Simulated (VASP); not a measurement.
# Ge3P2 (P6/mmm) in VASP: reference runs

Reference runs on Ge3P2: the cell as given.

Everything below comes from runs of VASP 6.6.1. Logs are shortened: lines on timing, memory, paths and dates and some standing lists are left out, and cuts for length are marked.

## (1) The crystal as given

Symmetry: P6/mmm, No. 191, hexagonal system. Conventional cell: a = 4.328 Å, b = 4.328 Å, c = 6.576 Å, α = 90.00°, β = 90.00°, γ = 120.00°. Ge (site symmetry -6m2) is surrounded by 6 Ge at 2.50 Å. Ge (site symmetry 6/mmm) has 2 P at 2.27 Å and 6 Ge at 2.50 Å as nearest neighbours. P (site symmetry 6mm) is surrounded by 1 P at 2.03 Å and 1 Ge at 2.27 Å.

The cell was built by a generator and needn't be a form met in nature.

## (2) Single point, PBE

INCAR

```
SYSTEM = Ge3P2
ALGO = Normal
EDIFF = 1E-7
ENCUT = 520
GGA = PE
ISIF = 2
ISMEAR = -1
LASPH = .True.
LCHARG = .False.
LREAL = .False.
LWAVE = .False.
NBANDS = 34
NELM = 100
PREC = Accurate
SIGMA = 0.05
```

KPOINTS

```
k-points
0
Gamma
  7 7 4
  0 0 0
```

POSCAR

```
Ge3P2
1.0
    4.3278838700      0.0000000000      0.0000000000
   -2.1639419400      3.7480573800      0.0000000000
    0.0000000000      0.0000000000      6.5758296700
Ge P
3 2
Direct
    0.3333333300      0.6666666700      0.5000000000
    0.6666666700      0.3333333300      0.5000000000
    0.0000000000      0.0000000000      0.5000000000
    0.0000000000      0.0000000000      0.1544672400
    0.0000000000      0.0000000000      0.8455327600
```

Potentials or basis: VASP PAW PBE potentials, release 64 (Ge_d, P).

Launch:

```bash
> cat potpaw_PBE.64/Ge_d/POTCAR potpaw_PBE.64/P/POTCAR > POTCAR
> mpirun -np 1 vasp_std > vasp.out
```

OUTCAR:

```text
SYSTEM = Ge3P2
   EDIFF = 1E-7
   ENCUT = 520
   GGA = PE
   ISIF = 2
   ISMEAR = -1
   LASPH = .True.
   LREAL = .False.
   NELM = 100
   PREC = Accurate

 ion  position               nearest neighbor table
   1  0.333  0.667  0.500-   2 2.50   3 2.50   2 2.50   3 2.50   3 2.50   2 2.50
   2  0.667  0.333  0.500-   1 2.50   3 2.50   1 2.50   3 2.50   3 2.50   1 2.50
   3  0.000  0.000  0.500-   4 2.27   5 2.27   1 2.50   2 2.50   2 2.50   1 2.50   2 2.50   1 2.50

   4  0.000  0.000  0.154-   5 2.03   3 2.27
   5  0.000  0.000  0.846-   4 2.03   3 2.27

  LATTYP: Found a hexagonal cell.
 ALAT       =     4.3278838700
 C/A-ratio  =     1.5194099166

  Lattice vectors:

 A1 = (   4.3278838700,   0.0000000000,   0.0000000000)
 A2 = (  -2.1639419400,   3.7480573800,   0.0000000000)
 A3 = (   0.0000000000,   0.0000000000,   6.5758296700)

Analysis of symmetry for initial positions (statically):
=====================================================================
 Subroutine PRICEL returns:
 Original cell was already a primitive cell.

 Routine SETGRP: Setting up the symmetry group for a
 hexagonal supercell.

 Subroutine GETGRP returns: Found 24 space group operations
 (whereof 24 operations were pure point group operations)
 out of a pool of 24 trial point group operations.

The static configuration has the point symmetry D_6h.

Analysis of symmetry for dynamics (positions and initial velocities):
=====================================================================
 Subroutine PRICEL returns:
 Original cell was already a primitive cell.

 Routine SETGRP: Setting up the symmetry group for a
 hexagonal supercell.

 Subroutine GETGRP returns: Found 24 space group operations
 (whereof 24 operations were pure point group operations)
 out of a pool of 24 trial point group operations.

The dynamic configuration has the point symmetry D_6h.

 Subroutine INISYM returns: Found 24 space group operations
 (whereof 24 operations are pure point group operations),
 and found     1 'primitive' translations

----------------------------------------------------------------------------------------

                                     Primitive cell

  volume of cell :     106.6676

  direct lattice vectors                    reciprocal lattice vectors
     4.327883870  0.000000000  0.000000000     0.231059804  0.133402440  0.000000000
    -2.163941940  3.748057380  0.000000000     0.000000000  0.266804880  0.000000000
     0.000000000  0.000000000  6.575829670     0.000000000  0.000000000  0.152072065

  length of vectors
     4.327883870  4.327883876  6.575829670     0.266804880  0.266804880  0.152072065

  position of ions in fractional coordinates (direct lattice)
     0.333333330  0.666666670  0.500000000
     0.666666670  0.333333330  0.500000000
     0.000000000  0.000000000  0.500000000
     0.000000000  0.000000000  0.154467240
     0.000000000  0.000000000  0.845532760

  ion indices of the primitive-cell ions
   primitive index   ion index
                 1           1
                 2           2
                 3           3
                 4           4
                 5           5

----------------------------------------------------------------------------------------

 KPOINTS: k-points

Automatic generation of k-mesh.
 Grid dimensions read from file:
 generate k-points for:    7    7    4

 Generating k-lattice:

  Cartesian coordinates                     Fractional coordinates (reciprocal lattice)
     0.033008543  0.019057491  0.000000000     0.142857143  0.000000000  0.000000000
     0.000000000  0.038114983  0.000000000     0.000000000  0.142857143  0.000000000
     0.000000000  0.000000000  0.038018016     0.000000000  0.000000000  0.250000000

  Length of vectors
     0.038114983  0.038114983  0.038018016

  Shift w.r.t. Gamma in fractional coordinates (k-lattice)
     0.000000000  0.000000000  0.000000000

 Subroutine IBZKPT returns following result:
 ===========================================

 Found     24 irreducible k-points:

 Following reciprocal coordinates:
            Coordinates               Weight
  0.000000  0.000000  0.000000      1.000000
  0.142857  0.000000  0.000000      6.000000
  0.285714 -0.000000  0.000000      6.000000
  0.428571  0.000000  0.000000      6.000000
  0.142857  0.142857  0.000000      6.000000
  0.285714  0.142857  0.000000     12.000000
[... 16 lines left out ...]
  0.428571  0.142857  0.500000      6.000000
  0.285714  0.285714  0.500000      6.000000
   k-points           NKPTS =     24   k-points in BZ     NKDIM =     24   number of bands    NBANDS=     34
   number of dos      NEDOS =    301   number of ions     NIONS =      5
   total plane-waves  NPLWV =  51200
   dimension x,y,z NGX =    32 NGY =   32 NGZ =   50
   dimension x,y,z NGXF=    64 NGYF=   64 NGZF=  100
   ions per type =               3   2
   NGX,Y,Z   is equivalent  to a cutoff of  12.29, 12.29, 12.64 a.u.
   NGXF,Y,Z  is equivalent  to a cutoff of  24.58, 24.58, 25.28 a.u.
 SYSTEM =  Ge3P2
   PREC   = accura    normal or accurate (medium, high low for compatibility)
   ISTART =      0    job   : 0-new  1-cont  2-samecut
   ICHARG =      2    charge: 1-file 2-atom 10-const
   ISPIN  =      1    spin polarized calculation?
   LNONCOLLINEAR =      F non collinear calculations
   LSORBIT =      F    spin-orbit coupling
   LASPH  =      T    aspherical Exc in radial PAW
   ENCUT  =  520.0 eV  38.22 Ry    6.18 a.u.   8.05  8.05 12.23*2*pi/ulx,y,z
   NELM   =    100;   NELMIN=  2; NELMDL= -5     # of ELM steps
   EDIFF  = 0.1E-06   stopping-criterion for ELM
   LREAL  =      F    real-space projection
   EDIFFG = 0.1E-05   stopping-criterion for IOM
   NSW    =      0    number of steps for IOM
   IBRION =     -1    ionic relax: 0-MD 1-quasi-New 2-CG
   NFREE  =      0    steps in history (QN), initial steepest desc. (CG)
   ISIF   =      2    stress and relaxation
   ISYM   =      2    0-nonsym 1-usesym 2-fastsym
   POTIM  = 0.5000    time-step for ionic-motion
   TEBEG  =    0.0;   TEEND  =   0.0 temperature during run
   PSTRESS=    0.0 pullay stress
   NELECT =      52.0000    total number of electrons
   NUPDOWN=      -1.0000    fix difference up-down
   EMIN   =  10.00;   EMAX   =-10.00  energy-range for DOS
   EFERMI =   0.00;   METHOD = LEGACY
   ISMEAR =    -1;   SIGMA  =   0.05  broadening in eV -4-tet -1-fermi 0-gaus
   EFERMI_NEDOS =   21; number of points for ismear=-14 and -15
   IALGO  =     38    algorithm
   IMIX   =      4    mixing-type and parameters
     AMIX     =   0.40;   BMIX     =  1.00
     AMIX_MAG =   1.60;   BMIX_MAG =  1.00
  volume/ion in A,a.u.               =      21.33       143.97
  Fermi-wavevector in a.u.,A,eV,Ry     =   1.288443  2.434804 22.586826  1.660085
  Thomas-Fermi vector in A             =   2.420396
   LORBIT       =      0    0 simple, 1 ext, 2 COOP (PROOUT), +10 PAW based schemes
   GGA     = PE    functional components
   LHFCALC =     F    Hartree Fock is set to
   AEXX    =    0.0000 exact exchange contribution
   IVDW    =     0    specifies the selected vdW correction
   LEPSILON=     F    determine dielectric tensor
   LRPA    =     F    only Hartree local field effects (RPA)
 non-spin polarized calculation
  energy-cutoff  :      520.00
  volume of cell :      106.67
 maximum number of plane-waves:      2894
   NGX = 17   NGY = 17   NGZ = 25

 number of electron      52.0000012 magnetization

 Free energy of the ion-electron system (eV)
  ---------------------------------------------------
  ext. energy  EPLUGINS =         0.00000000
  ---------------------------------------------------
  free energy    TOTEN  =       -18.36009366 eV

  energy without entropy =      -18.32858830  energy(sigma->0) =      -18.34434098

 E-fermi :   5.1642     XC(G=0):  -9.7200

 val. band max:        5.1626691033   @ k =   0.1429   0.0000   0.2500
 cond. band min:       5.1696829020   @ k =   0.4286   0.1429   0.5000
 fundamental gap:      0.0070137988
 Fermi energy:         5.1641588822

 k-point     1 :       0.0000    0.0000    0.0000
  band No.  band energies     occupation
      1     -20.3106      2.00000
      2     -20.1955      2.00000
      3     -20.1955      2.00000
      4     -20.1649      2.00000
      5     -20.1649      2.00000
      6     -19.9617      2.00000
[... 26 lines left out ...]
     33       9.7956      0.00000
     34      11.9355      0.00000

 k-point     2 :       0.1429    0.0000    0.0000
  band No.  band energies     occupation
      1     -20.3017      2.00000
      2     -20.2078      2.00000
      3     -20.2074      2.00000
      4     -20.1686      2.00000
      5     -20.1651      2.00000
      6     -20.0134      2.00000
[... 26 lines left out ...]
     33      10.3195      0.00000
     34      12.0931      0.00000

 k-point     3 :       0.2857   -0.0000    0.0000
  band No.  band energies     occupation
      1     -20.2975      2.00000
      2     -20.2553      2.00000
      3     -20.2325      2.00000
      4     -20.1763      2.00000
      5     -20.1623      2.00000
      6     -20.0427      2.00000
[... 26 lines left out ...]
     33      10.6350      0.00000
     34      12.4147      0.00000
[... 704 lines left out ...]
 k-point    23 :       0.4286    0.1429    0.5000
  band No.  band energies     occupation
      1     -20.3405      2.00000
      2     -20.2758      2.00000
      3     -20.2743      2.00000
      4     -20.1785      2.00000
      5     -20.1578      2.00000
      6     -20.0552      2.00000
[... 26 lines left out ...]
     33      11.4333      0.00000
     34      11.9208      0.00000

 k-point    24 :       0.2857    0.2857    0.5000
  band No.  band energies     occupation
      1     -20.3156      2.00000
      2     -20.3121      2.00000
      3     -20.2953      2.00000
      4     -20.1708      2.00000
      5     -20.1634      2.00000
      6     -20.0464      2.00000
[... 26 lines left out ...]
     33      11.4842      0.00000
     34      11.9085      0.00000

------------------------ aborting loop because EDIFF is reached ----------------------------------------

  FORCE on cell =-STRESS in cart. coord.  units (eV):
  Direction    XX          YY          ZZ          XY          YZ          ZX
  --------------------------------------------------------------------------------------
  -------------------------------------------------------------------------------------
  Total       16.0583370     16.0583371      6.6718706     -0.0000000     -0.0000000      0.0000000
  in kB      241.2008123    241.2008128    100.2134034     -0.0000003     -0.0000000      0.0000000
  external PRESSURE =     194.2050095 kB  Pullay stress =       0.0000000 kB

 VOLUME and BASIS-vectors are now :
 -----------------------------------------------------------------------------
  energy-cutoff  :      520.00
  volume of cell :      106.67
      direct lattice vectors                 reciprocal lattice vectors
     4.327883870  0.000000000  0.000000000     0.231059804  0.133402440  0.000000000
    -2.163941940  3.748057380  0.000000000     0.000000000  0.266804880  0.000000000
     0.000000000  0.000000000  6.575829670     0.000000000  0.000000000  0.152072065

 POSITION                                       TOTAL-FORCE (eV/Angst)
 -----------------------------------------------------------------------------------
     -0.00000      2.49870      3.28791         0.000000      0.000000      0.000000
      2.16394      1.24935      3.28791        -0.000000     -0.000000      0.000000
      0.00000      0.00000      3.28791        -0.000000      0.000000      0.000000
      0.00000      0.00000      1.01575        -0.000000      0.000000     -2.337465
      0.00000      0.00000      5.56008        -0.000000     -0.000000      2.337465
 -----------------------------------------------------------------------------------
    total drift:                               -0.000000      0.000000     -0.000000

  FREE ENERGIE OF THE ION-ELECTRON SYSTEM (eV)
  ---------------------------------------------------
  free  energy   TOTEN  =       -18.3600936615 eV

  energy  without entropy=      -18.3285882972  energy(sigma->0) =      -18.34434098
```

Wall time 68 s (1 thread of Intel Xeon Platinum 8488C (Sapphire Rapids), shared host); peak memory 0.24 GiB.

What came out:

```
Free energy            : -18.3601 eV
Pressure               : 19.4 GPa
Largest force          : 2.337 eV/Å
Band gap on the k mesh : none (metal or under the smearing width)
```

Forces on the atoms (eV/Å):
```
Ge   0.000  0.000  0.000
Ge   0.000  0.000  0.000
Ge   0.000  0.000  0.000
P    0.000  0.000 -2.337
P    0.000  0.000  2.337
```

Caveat: so large a pressure means that the cell lies far from this level's equilibrium, or that cutoff or potentials fall short; forces of over 1 eV/Å show positions far from the minimum, so gaps and moduli don't describe the material at rest.
